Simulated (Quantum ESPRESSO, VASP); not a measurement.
**Ca₃GeN (Pm-3m, 5 atoms in the cell) computed with different codes at matched settings**

Self-consistent single point.

```yaml
crystal:
  lattice:
    - [4.80418, 0.00000, 0.00000]
    - [0.00000, 4.80418, 0.00000]
    - [0.00000, 0.00000, 4.80418]
  atoms:
    - { symbol: Ca, position: [0.50000, 0.00000, 0.50000] }
    - { symbol: Ca, position: [0.00000, 0.50000, 0.50000] }
    - { symbol: Ca, position: [0.50000, 0.50000, 0.00000] }
    - { symbol: Ge, position: [0.00000, 0.00000, 0.00000] }
    - { symbol: N, position: [0.50000, 0.50000, 0.50000] }
```

All programs got the same cell, k-point mesh and kind of occupations (in VASP's words: KPOINTS grid = 7 7 7; KPOINTS shift = 0 0 0; ISMEAR = -1; SIGMA = 0.1 eV); potentials, basis and cutoffs are each program's usual ones.

```
code                                                       model  pressure (GPa)  cutoff
----------------  ----------------------------------------------  --------------  ------
VASP                LDA (PZ), VASP's LDA PAW potentials (set 64)           -4.38  400 eV
Quantum ESPRESSO  LDA (PZ), PSlibrary PAW (LDA) pseudopotentials           -4.11   50 Ry
```

The spread over the programs that give each value: pressure within 0.27 GPa.

The starting cell comes from a database of computed structures (which also holds hypothetical and non-ambient phases and stackings), without a prior relaxation at this level. On VASP's run: With a pressure of about -4 GPa the cell is away from its equilibrium volume at this level.

Question: Why do the programs differ, and what cannot be compared?

Answer: Differences of this kind can come from the potentials, where these differ, and from what each basis and cutoff leave unconverged. The valence holds different numbers of electrons (VASP 49, Quantum ESPRESSO 39). The zero of total energies and Fermi levels follows the potentials and each program's conventions, so they are not compared here.

VASP's run is marked for a possible Pulay error in its stress at this cutoff; no cutoff test was made.

Left out of this page: Ansatz, ABINIT, GPAW, CP2K, Elk, FLEUR and SIESTA (not drawn, or without a comparable value).
